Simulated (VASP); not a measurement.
Data:

```
CELL_PARAMETERS angstrom
      5.70744     0.00000     0.00000
      2.85372     4.94278     0.00000
      0.00000     0.00000    20.94095
ATOMIC_POSITIONS crystal
  Al 0.00000 0.00000 0.33310
  Al 0.50000 0.00000 0.33310
  Al 0.00000 0.50000 0.33310
  Al 0.50000 0.50000 0.33310
  Al 0.16667 0.16667 0.44437
  Al 0.66667 0.16667 0.44437
  Al 0.16667 0.66667 0.44437
  Al 0.66667 0.66667 0.44437
  Al 0.83333 0.33333 0.55563
  Al 0.33333 0.33333 0.55563
  Al 0.83333 0.83333 0.55563
  Al 0.33333 0.83333 0.55563
  Al 0.00000 0.00000 0.66690
  Al 0.50000 0.00000 0.66690
  Al 0.00000 0.50000 0.66690
  Al 0.50000 0.50000 0.66690
  H  0.16667 0.16667 0.71030
```

These are PBE GGA, VASP's PBE PAW potentials (set 64) (plane waves; VASP) values and carry that method's errors. Run with PREC = Normal, EDIFF = 1E-5, 400 eV cut-off, 5×5×1 Γ-centred mesh, first-order Methfessel-Paxton smearing of 0.10 eV, potentials Al H.

**Question.** The ions are relaxed. Which structure does the run end with?

**Answer.** 
```
CELL_PARAMETERS angstrom
      5.70744     0.00000     0.00000
      2.85372     4.94278     0.00000
      0.00000     0.00000    20.94095
ATOMIC_POSITIONS crystal
  Al 0.00090 0.00090 0.32742
  Al 0.49819 0.00090 0.32742
  Al 0.00090 0.49819 0.32742
  Al 0.50000 0.50000 0.32678
  Al 0.16667 0.16667 0.44179
  Al 0.66572 0.16856 0.44212
  Al 0.16856 0.66572 0.44212
  Al 0.66572 0.66572 0.44212
  Al 0.83443 0.33279 0.55815
  Al 0.33279 0.33279 0.55815
  Al 0.83333 0.83333 0.55449
  Al 0.33279 0.83443 0.55815
  Al 0.99675 0.99675 0.67138
  Al 0.50650 0.99675 0.67138
  Al 0.99675 0.50650 0.67138
  Al 0.50000 0.50000 0.67107
  H  0.16667 0.16667 0.71896
```

**Question.** How much energy does the relaxation gain?

**Answer.** The energy (σ→0) changes by -7.8 meV/atom, in 12 ionic steps.

The cell is a thin slab with vacuum, built from Al (fcc): (111) face, H adsorbed.
